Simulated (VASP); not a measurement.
OSZICAR of a VASP run on PtSe2 (atoms displaced from the space group 164 structure):

File OSZICAR:
```
       N       E                     dE             d eps       ncg     rms          rms(c)
DAV:   1     0.126182468309E+03    0.12618E+03   -0.11139E+04  2288   0.145E+03
DAV:   2    -0.938544230747E+01   -0.13557E+03   -0.13270E+03  2903   0.251E+02
DAV:   3    -0.148856354716E+02   -0.55002E+01   -0.54330E+01  2805   0.530E+01
DAV:   4    -0.149314654142E+02   -0.45830E-01   -0.45820E-01  2798   0.521E+00
DAV:   5    -0.149319729456E+02   -0.50753E-03   -0.50753E-03  2882   0.521E-01    0.131E+01
DAV:   6    -0.143679549266E+02    0.56402E+00   -0.48971E+00  2294   0.220E+01    0.795E+00
DAV:   7    -0.141781762877E+02    0.18978E+00   -0.93277E-01  2315   0.105E+01    0.396E+00
DAV:   8    -0.141602782480E+02    0.17898E-01   -0.61812E-02  2427   0.191E+00    0.862E-01
DAV:   9    -0.141571798371E+02    0.30984E-02   -0.10243E-02  2665   0.111E+00    0.176E-01
DAV:  10    -0.141573573358E+02   -0.17750E-03   -0.12535E-03  2637   0.293E-01    0.459E-02
DAV:  11    -0.141573710174E+02   -0.13682E-04   -0.78631E-05  2924   0.932E-02    0.214E-02
DAV:  12    -0.141573718493E+02   -0.83194E-06   -0.17269E-05  2539   0.374E-02    0.348E-03
DAV:  13    -0.141573723607E+02   -0.51140E-06   -0.87439E-07  2267   0.713E-03
   1 F= -.14157372E+02 E0= -.14156679E+02  d E =-.138596E-02
```

Question: Which electronic solver shows in the log?

Answer: It is blocked Davidson (ALGO = Normal, or the opening steps of other solvers). The INCAR had ALGO = Normal.

Question: Can the final energy be trusted as converged?

Answer: The calculation finished and met its thresholds. It stopped with EDIFF = 1E-6, NELM = 100 (PBE GGA, plane waves, VASP's PBE PAW potentials (set 64)).

The compound is PtSe2 in the 1T layered structure. The cell was not relaxed at this level, atoms are displaced from their ideal sites. The k-mesh is coarse (spacing up to 0.33 per Å, 2π included), so the numbers may not be converged in it. The run is one of a series of settings (ENCUT = 600 against the base run), some of them coarse on purpose.
